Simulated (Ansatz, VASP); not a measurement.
# Cross-check of GaN between VASP and Ansatz, part 3 of 3

One calculation is typed for both programs; each brings its own data sets. How far apart do they land? The cell is taken from a series of runs on this material, whose earlier steps may have relaxed, scaled, displaced or heated it; both programs get it as it stands.

VASP 6.6.1 and Ansatz 0.2.0.

So far: Set-up; Ansatz: zone-centre phonons, LDA, pair 1; VASP: zone-centre phonons, LDA, pair 1; Comparison.

### 5. VASP: zone-centre phonons, LDA, pair 2

Level of this step: LDA; plane waves and PAW (N, Ga_d) (VASP).

Second derivatives magnify differences that forces hide, and they need a tight electronic threshold. The cell compared in this pair holds 22.99 Å³, against 22.55 Å³ for the pair before.

File INCAR:

```
SYSTEM = GaN
PREC = Accurate
ENCUT = 600
EDIFF = 1E-08
NELM = 120
ISMEAR = 0
SIGMA = 0.01
LREAL = .FALSE.
ALGO = Normal
GGA = CA
NBANDS = 15
LORBIT = 11
LWAVE = .FALSE.
LCHARG = .FALSE.
ISIF = 2
IBRION = 8
LEPSILON = .TRUE.
LASPH = .TRUE.
GGA_COMPAT = .FALSE.
EFERMI = MIDGAP
KPAR = 2
```

File POSCAR:

```
GaN
1.0
    0.0000000000      2.2569164391      2.2569164391
    2.2569164391      0.0000000000      2.2569164391
    2.2569164391      2.2569164391      0.0000000000
N Ga
1 1
Direct
    0.2500000000      0.2500000000      0.2500000000
    0.0000000000      0.0000000000      0.0000000000
```

File KPOINTS:

```
Automatic mesh
0
Gamma
12 12 12
0 0 0
```

The projector-augmented-wave data sets are N and Ga_d (LDA family, release 64).

The run is started by

```console
$ mpirun -np 2 vasp_std
```

Numbers of over 12 decimals in the logs are rounded to 6 here.

Output:

```text
[... set-up lines as in an earlier step ...]
 entering main loop
       N       E                     dE             d eps       ncg     rms          rms(c)
DAV:   1     0.892842554337E+02    0.89284E+02   -0.10198E+04  2359   0.231E+03
DAV:   2    -0.950639576769E+01   -0.98791E+02   -0.92225E+02  2524   0.360E+02
DAV:   3    -0.158571950892E+02   -0.63508E+01   -0.63266E+01  2384   0.776E+01
DAV:   4    -0.159311348367E+02   -0.73940E-01   -0.73929E-01  2835   0.892E+00
[...]
DAV:  13    -0.139296371216E+02    0.62107E-07   -0.71459E-07  3422   0.113E-02    0.746E-03
DAV:  14    -0.139296371026E+02    0.18931E-07   -0.14369E-07  2385   0.320E-03    0.128E-03
DAV:  15    -0.139296370992E+02    0.34106E-08   -0.48667E-09  1535   0.646E-04
   1 F= -.13929637E+02 E0= -.13929637E+02  d E =0.000000E+00
 Linear response reoptimize wavefunctions to high precision
DAV:   1    -0.139296370988E+02    0.37562E-09   -0.24624E-09  2279   0.431E-04
DAV:   2    -0.139296370989E+02   -0.44110E-10   -0.20915E-10  1353   0.131E-04
 Linear response G [H, r] |phi>, progress :
  Direction:   1
[...]
RMM:  12    -0.228569133186E+00   -0.46501E-08   -0.60890E-09 14308   0.593E-05    0.989E-08
 first order change of Fermi-energy  -0.67119E+00
 force on displaced ion       1 direction 1 : -11.848   0.000   0.000
 Born effective charge ion    1 direction 1 :  -2.645   0.000   0.000
 Linear response progress:
  Degree of freedom:   2/  2
       N       E                     dE             d eps       ncg     rms          rms(c)
RMM:   1    -0.163214795904E+00   -0.16321E+00    0.24413E-01 10744   0.901E+00
RMM:   2    -0.161166902458E+00    0.20479E-02   -0.32131E-02 16282   0.162E+00    0.543E-02
RMM:   3    -0.161325083692E+00   -0.15818E-03   -0.24411E-03 16569   0.390E-01    0.329E-02
RMM:   4    -0.160917661620E+00    0.40742E-03   -0.16370E-04 17306   0.110E-01    0.338E-03
[...]
RMM:  12    -0.160925064816E+00   -0.12431E-07    0.24019E-07 18153   0.909E-05    0.231E-07
RMM:  13    -0.160925069489E+00   -0.46724E-08    0.17264E-07 16374   0.744E-05    0.167E-07
RMM:  14    -0.160925078004E+00   -0.85147E-08    0.92307E-08 11722   0.676E-05    0.573E-08
 first order change of Fermi-energy   0.67149E+00
 force on displaced ion       2 direction 1 : -11.868   0.000   0.000
 Born effective charge ion    2 direction 1 :   2.644   0.000   0.000
 Born effective charges drift removed
 Linear response finished
```

Parts of OUTCAR (step 5):

```text
  Total       -0.9184592     -0.9184592     -0.9184592     -0.0000000     -0.0000000      0.0000000
  in kB      -64.0020665    -64.0020665    -64.0020665     -0.0000000     -0.0000000      0.0000000
  external PRESSURE =     -64.0020665 kB  Pullay stress =       0.0000000 kB

 POSITION                                       TOTAL-FORCE (eV/Angst)
 -----------------------------------------------------------------------------------
      1.12846      1.12846      1.12846         0.000000     -0.000000      0.000000
      0.00000      0.00000      0.00000        -0.000000      0.000000     -0.000000
 -----------------------------------------------------------------------------------
    total drift:                                0.000000      0.000000      0.000000

 MACROSCOPIC STATIC DIELECTRIC TENSOR (including local field effects in DFT)
 ------------------------------------------------------
           5.962825     0.000000     0.000000
          -0.000000     5.962825     0.000000
          -0.000000    -0.000000     5.962825
 ------------------------------------------------------

 MACROSCOPIC STATIC DIELECTRIC TENSOR IONIC CONTRIBUTION
 ------------------------------------------------------
           4.640372     0.000000     0.000000
           0.000000     4.640372    -0.000000
           0.000000    -0.000000     4.640372
 ------------------------------------------------------

[... 1 part as in an earlier step ...]

[... 1 further part left out ...]
```

### 6. Ansatz: zone-centre phonons, LDA, pair 2

The same cell, functional (in two slightly different forms) and mesh now go to Ansatz, which takes its cutoff from its data sets.

The cell is taken from a series of runs on this material, whose earlier steps may have relaxed, scaled, displaced or heated it; both programs get it as it stands.

File input.yaml:

```yaml
crystal:
  lattice:
    - [0.0, 2.2569164391, 2.2569164391]
    - [2.2569164391, 0.0, 2.2569164391]
    - [2.2569164391, 2.2569164391, 0.0]
  atoms:
    - { symbol: "N", position: [0.25, 0.25, 0.25] }
    - { symbol: Ga, position: [0.0, 0.0, 0.0] }
kpoints:
  mp_grid: { grid: [12, 12, 12] }
hamiltonian:
  xc: lda
  pseudopotentials: { kind: paw, azcp: { folder: soft_1 }, xc_functional: pbe }
scf:
  occupations: { method: fixed }
output:
  eigenvalues: true
phonons:
  method: dfpt
  dielectric: true
  rigid_motions: translations
```

The run is started by

```console
$ ansatz run input.yaml --threads 4 --pin off --max-ram 10240MiB --backend cpu --events-out ev --progress --plain --runs-dir out
```

Output:

```text
[...]
Crystal: 2 atoms, lattice volume = 22.992 Å³
Basis set: ecut = 420 eV, 459 PW (Γ), exchange–correlation on 48×48×48 points (8 copies of the dense FFT grid, shifted against one another)
Bands: 13, of which v1, the nominal top of the filled ones, is band 9 counted from 1 (8 counted from 0)
Symmetry: 24 space group operations
k-points: 280 of 1728 (irreducible under 4 space group operations, time reversal used)
[...]
optical modes at Γ + LO–TO along q̂ = [1.0000, 0.0000, 0.0000]:
      ω (cm⁻¹)  modes    IR ((D/Å)²/amu)
[...]
optical modes at Γ + LO–TO along q̂ = [0.0000, 1.0000, 0.0000]:
      ω (cm⁻¹)  modes    IR ((D/Å)²/amu)
        520.73      2            27.8191
        697.62      1            13.9096
  optical modes at Γ + LO–TO along q̂ = [0.0000, 0.0000, 1.0000]:
      ω (cm⁻¹)  modes    IR ((D/Å)²/amu)
        520.73      2            27.8191
        697.62      1            13.9096
[key lines of the parts left out:]
SCF converged after 9 iterations
Free energy (F): -4082.066979 eV
Fermi energy:    9.199171 eV
```

### 7. Comparison

Compared:

```csv
quantity,Ansatz,VASP,difference
ε∞ xx,5.99,5.96,+0.41 %
ε∞ yy,5.99,5.96,+0.41 %
ε∞ zz,5.99,5.96,+0.41 %
Born charge of N1 (mean of the diagonal) (e),-2.65,-2.64,-0.01
Born charge of Ga2 (mean of the diagonal) (e),2.65,2.64,+0.01
optical mode 1 to 3 (cm⁻¹),520.7,525.7,-0.95 %
```

Modes are paired by rising frequency, not by their patterns, so a pair may set unlike modes beside each other; they are those without the splitting of longitudinal modes.

### 8. VASP: zone-centre phonons, LDA, pair 3

Second derivatives magnify differences that forces hide, and they need a tight electronic threshold. The cell compared in this pair holds 23.43 Å³, against 22.99 Å³ for the pair before.

INCAR is that of step 5.

File POSCAR:

```
GaN
1.0
    0.0000000000      2.2712920906      2.2712920906
    2.2712920906      0.0000000000      2.2712920906
    2.2712920906      2.2712920906      0.0000000000
N Ga
1 1
Direct
    0.2500000000      0.2500000000      0.2500000000
    0.0000000000      0.0000000000      0.0000000000
```

KPOINTS is that of step 5.

The run is started by

```console
$ mpirun -np 2 vasp_std
```

Output:

```text
[... set-up lines as in an earlier step ...]
 entering main loop
       N       E                     dE             d eps       ncg     rms          rms(c)
DAV:   1     0.886350281471E+02    0.88635E+02   -0.10236E+04  2398   0.230E+03
DAV:   2    -0.933844520118E+01   -0.97973E+02   -0.91355E+02  2496   0.357E+02
DAV:   3    -0.157970133805E+02   -0.64586E+01   -0.64287E+01  2349   0.774E+01
DAV:   4    -0.158745127677E+02   -0.77499E-01   -0.77484E-01  2751   0.903E+00
[...]
DAV:  13    -0.139080202167E+02   -0.12343E-06   -0.61190E-07  2875   0.746E-03    0.110E-02
DAV:  14    -0.139080201477E+02    0.69038E-07   -0.20401E-07  2412   0.354E-03    0.327E-04
DAV:  15    -0.139080201472E+02    0.45657E-09   -0.23979E-09  1612   0.537E-04
   1 F= -.13908020E+02 E0= -.13908020E+02  d E =0.000000E+00
 Linear response reoptimize wavefunctions to high precision
DAV:   1    -0.139080201466E+02    0.64620E-09   -0.15246E-09  1759   0.477E-04
DAV:   2    -0.139080201466E+02   -0.62755E-10   -0.27172E-10  1381   0.159E-04
 Linear response G [H, r] |phi>, progress :
  Direction:   1
[...]
RMM:  11    -0.228121815066E+00    0.57477E-08   -0.45080E-09 16629   0.498E-05    0.412E-07
 first order change of Fermi-energy  -0.67851E+00
 force on displaced ion       1 direction 1 : -11.180  -0.000  -0.000
 Born effective charge ion    1 direction 1 :  -2.655   0.000   0.000
 Linear response progress:
  Degree of freedom:   2/  2
       N       E                     dE             d eps       ncg     rms          rms(c)
RMM:   1    -0.163185030327E+00   -0.16319E+00    0.23133E-01 10755   0.892E+00
RMM:   2    -0.161216651765E+00    0.19684E-02   -0.31425E-02 16293   0.160E+00    0.537E-02
RMM:   3    -0.161350412394E+00   -0.13376E-03   -0.24916E-03 16600   0.389E-01    0.325E-02
RMM:   4    -0.160926718529E+00    0.42369E-03   -0.17564E-04 17292   0.111E-01    0.329E-03
[...]
RMM:  12    -0.160934142517E+00    0.42919E-08    0.39944E-07 18068   0.686E-05    0.273E-07
RMM:  13    -0.160934155702E+00   -0.13186E-07    0.26255E-07 17376   0.526E-05    0.132E-07
RMM:  14    -0.160934168697E+00   -0.12995E-07    0.13179E-07 12641   0.454E-05    0.939E-08
 first order change of Fermi-energy   0.67880E+00
 force on displaced ion       2 direction 1 : -11.172  -0.000  -0.000
 Born effective charge ion    2 direction 1 :   2.653   0.000   0.000
 Born effective charges drift removed
 Linear response finished
```

OUTCAR, selected parts (step 8):

```text
  Total       -1.3978211     -1.3978211     -1.3978211      0.0000000     -0.0000000     -0.0000000
  in kB      -95.5681580    -95.5681580    -95.5681580      0.0000000     -0.0000000     -0.0000000
  external PRESSURE =     -95.5681580 kB  Pullay stress =       0.0000000 kB

 POSITION                                       TOTAL-FORCE (eV/Angst)
 -----------------------------------------------------------------------------------
      1.13565      1.13565      1.13565        -0.000000     -0.000000     -0.000000
      0.00000      0.00000      0.00000         0.000000      0.000000      0.000000
 -----------------------------------------------------------------------------------
    total drift:                                0.000000      0.000000      0.000000

 MACROSCOPIC STATIC DIELECTRIC TENSOR (including local field effects in DFT)
 ------------------------------------------------------
           6.104617    -0.000000     0.000000
           0.000000     6.104617    -0.000000
           0.000000    -0.000000     6.104617
 ------------------------------------------------------

 MACROSCOPIC STATIC DIELECTRIC TENSOR IONIC CONTRIBUTION
 ------------------------------------------------------
           4.866205     0.000000     0.000000
           0.000000     4.866205     0.000000
           0.000000     0.000000     4.866205
 ------------------------------------------------------

[... 1 part as in an earlier step ...]

[... 1 further part left out ...]
```

### 9. Ansatz: zone-centre phonons, LDA, pair 3

The same cell, functional (in two slightly different forms) and mesh now go to Ansatz, which takes its cutoff from its data sets.

The cell is taken from a series of runs on this material, whose earlier steps may have relaxed, scaled, displaced or heated it; both programs get it as it stands.

input.yaml, the sections that differ from step 6:

```yaml
crystal:
  lattice:
    - [0.0, 2.2712920906, 2.2712920906]
    - [2.2712920906, 0.0, 2.2712920906]
    - [2.2712920906, 2.2712920906, 0.0]
  atoms:
    - { symbol: "N", position: [0.25, 0.25, 0.25] }
    - { symbol: Ga, position: [0.0, 0.0, 0.0] }
# kpoints, hamiltonian, scf, output, phonons: as in step 6
```

The run is started by

```console
$ ansatz run input.yaml --threads 4 --pin off --max-ram 10240MiB --backend cpu --events-out ev --progress --plain --runs-dir out
```

Output:

```text
[...]
Crystal: 2 atoms, lattice volume = 23.434 Å³
Basis set: ecut = 420 eV, 459 PW (Γ), exchange–correlation on 48×48×48 points (8 copies of the dense FFT grid, shifted against one another)
Bands: 13, of which v1, the nominal top of the filled ones, is band 9 counted from 1 (8 counted from 0)
Symmetry: 24 space group operations
k-points: 280 of 1728 (irreducible under 4 space group operations, time reversal used)
[...]
optical modes at Γ + LO–TO along q̂ = [1.0000, 0.0000, 0.0000]:
      ω (cm⁻¹)  modes    IR ((D/Å)²/amu)
[...]
optical modes at Γ + LO–TO along q̂ = [0.0000, 1.0000, 0.0000]:
      ω (cm⁻¹)  modes    IR ((D/Å)²/amu)
        505.80      2            28.0225
        681.43      1            14.0113
  optical modes at Γ + LO–TO along q̂ = [0.0000, 0.0000, 1.0000]:
      ω (cm⁻¹)  modes    IR ((D/Å)²/amu)
        505.80      2            28.0225
        681.43      1            14.0113
[key lines of the parts left out:]
SCF converged after 8 iterations
Free energy (F): -4082.042612 eV
Fermi energy:    8.914407 eV
```

### 10. Side by side

The two programs side by side:

```csv
quantity,Ansatz,VASP,difference
ε∞ xx,6.12,6.10,+0.18 %
ε∞ yy,6.12,6.10,+0.18 %
ε∞ zz,6.12,6.10,+0.18 %
Born charge of N1 (mean of the diagonal) (e),-2.66,-2.65,-0.01
Born charge of Ga2 (mean of the diagonal) (e),2.66,2.65,+0.01
optical mode 1 to 3 (cm⁻¹),505.8,510.6,-0.94 %
```

Modes are paired by rising frequency, not by their patterns, so a pair may set unlike modes beside each other; they are those without the splitting of longitudinal modes.

### 11. What came out

* r.m.s. difference of the optical zone-centre modes, each program's sorted by frequency (zone-centre phonons, LDA, pair 1): 5.1 cm⁻¹
* difference in optical mode 1 to 3 (zone-centre phonons, LDA, pair 1): -0.9 %
* r.m.s. difference of the optical zone-centre modes, each program's sorted by frequency (zone-centre phonons, LDA, pair 2): 5.0 cm⁻¹
* difference in optical mode 1 to 3 (zone-centre phonons, LDA, pair 2): -1.0 %
* r.m.s. difference of the optical zone-centre modes, each program's sorted by frequency (zone-centre phonons, LDA, pair 3): 4.8 cm⁻¹
* difference in optical mode 1 to 3 (zone-centre phonons, LDA, pair 3): -0.9 %

In words: The r.m.s. difference of the optical zone-centre modes, each program's sorted by frequency is 5.1 cm⁻¹ (zone-centre phonons, LDA, pair 1). Among the rows given in per cent, the largest difference of the zone-centre phonons, LDA, pair 1 pair is in optical mode 1 to 3, -0.9 %. Among the rows given in per cent, the largest difference of the zone-centre phonons, LDA, pair 2 pair is in optical mode 1 to 3, -1.0 %. Among the rows given in per cent, the largest difference of the zone-centre phonons, LDA, pair 3 pair is in optical mode 1 to 3, -0.9 %. Such differences can come from data sets, numerical settings and the points named under the comparisons, not from the functional's error against experiment.

[Lines on the potential files, build, host, timing and source positions are cut from VASP's logs without a mark.]

[Logs are printed without paths, hosts, clocks, repeated set-up lines and the standing remarks that a program may print on its own settings, such as how far it seeks lower states.]

[Hosts, paths, dates, database ids (printed as entryN), source tags and the programs' standing remarks are cut or masked in the printed files.]
